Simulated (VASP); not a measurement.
# WF6 in VASP: further runs, part 2 of 2

VASP 6.6.1. The steps go on from the part before.

### 4 Single point, RPBE

INCAR

```
SYSTEM = WF6
PREC     = Accurate       ! precision mode
ENCUT    = 400            ! plane-wave cutoff, eV
EDIFF    = 1E-6           ! SCF threshold, eV
ISMEAR   = 0              ! smearing method
SIGMA    = 0.01           ! smearing width, eV
LREAL    = .FALSE.        ! projectors in reciprocal space
LASPH    = .TRUE.         ! aspherical terms in the spheres
NELM     = 60             ! most SCF steps
ALGO     = Normal         ! electronic algorithm
ISIF     = 2              ! what is computed and relaxed
LWAVE    = .FALSE.        ! write WAVECAR
LCHARG   = .FALSE.        ! write CHGCAR
GGA      = RP             ! functional
NBANDS   = 37             ! bands
ISYM     = 0
```

KPOINTS

```
Automatic mesh
0
G
  1 1 1
  0 0 0
```

POSCAR

```
WF6                                     
1.0
   14.0953369171      0.0000000000      0.0000000000
    0.0000000000     14.5953369171      0.0000000000
    0.0000000000      0.0000000000     15.0953369171
  W               F             
     1     6
Selective dynamics
Direct
     0.5000000442000001    0.5034256826999979    0.4999998632000029   F   F   F
     0.5150560728488203    0.4013755555118381    0.4269575172545322   T   T   T
     0.4771187655093121    0.4265120637294305    0.5963458823635972   T   T   T
     0.5228798757921558    0.5803397946987505    0.4036545663843922   T   T   T
     0.4849451600595885    0.6054773335473166    0.5730408205105774   T   T   T
     0.3705328669153661    0.5051475482863921    0.4744817212931197   T   T   T
     0.6294674317065940    0.5017018223910849    0.5255191488215292   T   T   T
```

Potentials or basis: VASP PAW PBE potentials, release 64 (W_sv, F).

Started as:

```bash
cat potpaw_PBE.64/W_sv/POTCAR potpaw_PBE.64/F/POTCAR > POTCAR
mpirun -np 4 vasp_gam > vasp.out
```

OUTCAR:

```text
SYSTEM = WF6
   PREC = Accurate
   ENCUT = 400
   EDIFF = 1E-6
   ISMEAR = 0
   LREAL = .FALSE.
   LASPH = .TRUE.
   NELM = 60
   ISIF = 2
   GGA = RP
   ISYM = 0

 ion  position               nearest neighbor table
   1  0.500  0.503  0.500-   6 1.87   7 1.87   2 1.87   5 1.87   4 1.87   3 1.87
   2  0.515  0.401  0.427-   1 1.87
   3  0.477  0.427  0.596-   1 1.87
   4  0.523  0.580  0.404-   1 1.87
   5  0.485  0.605  0.573-   1 1.87
   6  0.371  0.505  0.474-   1 1.87
   7  0.629  0.502  0.526-   1 1.87

IMPORTANT INFORMATION: All symmetrisations will be switched off!
NOSYMM: (Re-)initialisation of all symmetry stuff for point group C_1.

----------------------------------------------------------------------------------------

                                     Primitive cell

  volume of cell :    3105.5062

  direct lattice vectors                    reciprocal lattice vectors
    14.095336917  0.000000000  0.000000000     0.070945449  0.000000000  0.000000000
     0.000000000 14.595336917  0.000000000     0.000000000  0.068515034  0.000000000
     0.000000000  0.000000000 15.095336917     0.000000000  0.000000000  0.066245623

  length of vectors
    14.095336917 14.595336917 15.095336917     0.070945449  0.068515034  0.066245623

  position of ions in fractional coordinates (direct lattice)
     0.500000044  0.503425683  0.499999863
     0.515056073  0.401375556  0.426957517
     0.477118766  0.426512064  0.596345882
     0.522879876  0.580339795  0.403654566
     0.484945160  0.605477334  0.573040821
     0.370532867  0.505147548  0.474481721
     0.629467432  0.501701822  0.525519149

  ion indices of the primitive-cell ions
   primitive index   ion index
                 1           1
                 2           2
                 3           3
                 4           4
                 5           5
                 6           6
                 7           7
[... 70 lines left out ...]
  Fermi-wavevector in a.u.,A,eV,Ry     =   0.429299  0.811258  2.507523  0.184298
  Thomas-Fermi vector in A             =   1.397121
   LORBIT       =      0    0 simple, 1 ext, 2 COOP (PROOUT), +10 PAW based schemes
   GGA     = RP    functional components
   LHFCALC =     F    Hartree Fock is set to
   AEXX    =    0.0000 exact exchange contribution
   IVDW    =     0    specifies the selected vdW correction
   LEPSILON=     F    determine dielectric tensor
   LRPA    =     F    only Hartree local field effects (RPA)
 non-spin polarized calculation
 Gauss-broadening in eV      SIGMA  =   0.01
  energy-cutoff  :      400.00
  volume of cell :     3105.51
 maximum number of plane-waves:     28182
 NGX is ok and might be reduce to    90
   NGX = 45   NGY = 47   NGZ = 49

 number of electron      56.0000035 magnetization

 Free energy of the ion-electron system (eV)
  ---------------------------------------------------
  ext. energy  EPLUGINS =         0.00000000
  ---------------------------------------------------
  free energy    TOTEN  =       -41.06604810 eV

  energy without entropy =      -41.06604810  energy(sigma->0) =      -41.06604810

 E-fermi : -10.1421     XC(G=0):  -0.5642

 val. band max:      -10.3981974963   @ k =   0.0000   0.0000   0.0000
 cond. band min:      -5.2209583911   @ k =   0.0000   0.0000   0.0000
 fundamental gap:      5.1772391053
 Fermi energy:       -10.1420679726

 k-point     1 :       0.0000    0.0000    0.0000
  band No.  band energies     occupation
      1     -84.0696      2.00000
      2     -48.2612      2.00000
      3     -48.2611      2.00000
      4     -48.2610      2.00000
      5     -30.8611      2.00000
      6     -30.6725      2.00000
[... 32 lines left out ...]
     39       0.7112      0.00000
     40       0.7827      0.00000

------------------------ aborting loop because EDIFF is reached ----------------------------------------

  FORCE on cell =-STRESS in cart. coord.  units (eV):
  Direction    XX          YY          ZZ          XY          YZ          ZX
  --------------------------------------------------------------------------------------
  -------------------------------------------------------------------------------------
  Total       -5.8976397     -5.7956879     -5.7338049     -0.0020483      0.0024752      0.0015893
  in kB       -3.0426810     -2.9900825     -2.9581562     -0.0010567      0.0012770      0.0008199
  external PRESSURE =      -2.9969732 kB  Pullay stress =       0.0000000 kB

 VOLUME and BASIS-vectors are now :
 -----------------------------------------------------------------------------
  energy-cutoff  :      400.00
  volume of cell :     3105.51
      direct lattice vectors                 reciprocal lattice vectors
    14.095336917  0.000000000  0.000000000     0.070945449  0.000000000  0.000000000
     0.000000000 14.595336917  0.000000000     0.000000000  0.068515034  0.000000000
     0.000000000  0.000000000 15.095336917     0.000000000  0.000000000  0.066245623

 POSITION                                       TOTAL-FORCE (eV/Angst)
 -----------------------------------------------------------------------------------
      7.04767      7.34767      7.54767         0.000039      0.000144      0.000046
      7.25989      5.85821      6.44507         0.035276     -0.254461     -0.186116
      6.72515      6.22509      9.00204        -0.055895     -0.191047      0.248642
      7.37017      8.47025      6.09330         0.056222      0.190929     -0.248721
      6.83547      8.83715      8.65024        -0.035588      0.254274      0.186572
      5.22279      7.37280      7.16246        -0.310371      0.004758     -0.065722
      8.87256      7.32251      7.93289         0.310317     -0.004598      0.065299
 -----------------------------------------------------------------------------------
    total drift:                                0.000260     -0.002566      0.001448

  FREE ENERGIE OF THE ION-ELECTRON SYSTEM (eV)
  ---------------------------------------------------
  free  energy   TOTEN  =       -41.0660480968 eV

  energy  without entropy=      -41.0660480968  energy(sigma->0) =      -41.06604810
```

OSZICAR:

```text
N       E                     dE             d eps       ncg     rms          rms(c)
DAV:   1     0.709826022595E+03    0.70983E+03   -0.16842E+04    96   0.719E+02
DAV:   2     0.286409508109E+03   -0.42342E+03   -0.39913E+03   144   0.157E+02
DAV:   3    -0.138645580322E+02   -0.30027E+03   -0.29880E+03   112   0.130E+02
[... 16 lines left out ...]
DAV:  20    -0.410660366072E+02   -0.84996E-05   -0.16285E-07    56   0.175E-03    0.284E-04
DAV:  21    -0.410660424705E+02   -0.58633E-05   -0.11558E-07    56   0.137E-03    0.202E-04
DAV:  22    -0.410660447471E+02   -0.22766E-05   -0.16054E-08    72   0.775E-04    0.145E-04
DAV:  23    -0.410660476258E+02   -0.28788E-05   -0.52984E-09    64   0.808E-04    0.160E-04
DAV:  24    -0.410660480968E+02   -0.47102E-06    0.78443E-09    56   0.353E-04
   1 F= -.41066048E+02 E0= -.41066048E+02  d E =0.000000E+00
```

Wall time 84 s (4 MPI ranks of AMD EPYC 7R13 (Zen 3), shared host); peak memory 0.52 GiB.

Results:

```yaml
Free_energy: -41.0660 eV
Largest_force: 0.319 eV/Å
Gap_between_the_frontier_levels: 5.18 eV
```

Forces on the atoms (eV/Å):
```
W    0.000  0.000  0.000
F    0.035 -0.254 -0.186
F   -0.056 -0.191  0.249
F    0.056  0.191 -0.249
F   -0.036  0.254  0.187
F   -0.310  0.005 -0.066
F    0.310 -0.005  0.065
```

Levels at points of the mesh, in eV from the valence-band top:
| k point | band 26 | band 27 | band 28 | band 29 | band 30 | band 31 |
| --- | --- | --- | --- | --- | --- | --- |
| (0.00, 0.00, 0.00) | 0.00 | 0.00 | 0.00 | 5.18 | 5.18 | 5.18 |

Caveat: the cutoff is under 1.25 times the usual one of these potentials, so pressure, stress and relaxed cells hold a basis-set (Pulay) error; the PAW data sets were made with another functional, which shifts forces and pressure a little; spin-orbit coupling is left out, which moves the levels of the heavy elements. RPBE gaps usually lie below the measured ones, often by a third to a half.

### 5 Overview

| task | level | cell | atoms held fixed (from 0) | gap on the mesh (eV) | largest force (eV/Å) |
| --- | --- | --- | --- | --- | --- |
| relaxation of the atoms | PBE+D3(BJ) | atoms relaxed | [0] | 5.16 | - |
| single point | PBE | as given | - | 5.16 | 0.01 |
| single point | RPBE | as given | - | 5.18 | 0.32 |

Alike in all rows: potentials or basis VASP PAW PBE potentials, release 64 (W_sv, F); no spin polarisation; k mesh 1 × 1 × 1; cutoff (eV) 400; smearing gaussian 0.01 eV.

Caveats: the cutoff is under 1.25 times the usual one of these potentials, so pressure, stress and relaxed cells hold a basis-set (Pulay) error; spin-orbit coupling is left out, which moves the levels of the heavy elements; the PAW data sets were made with another functional, which shifts forces and pressure a little (some runs).

Absolute energies hang on the potentials; compare differences alone.
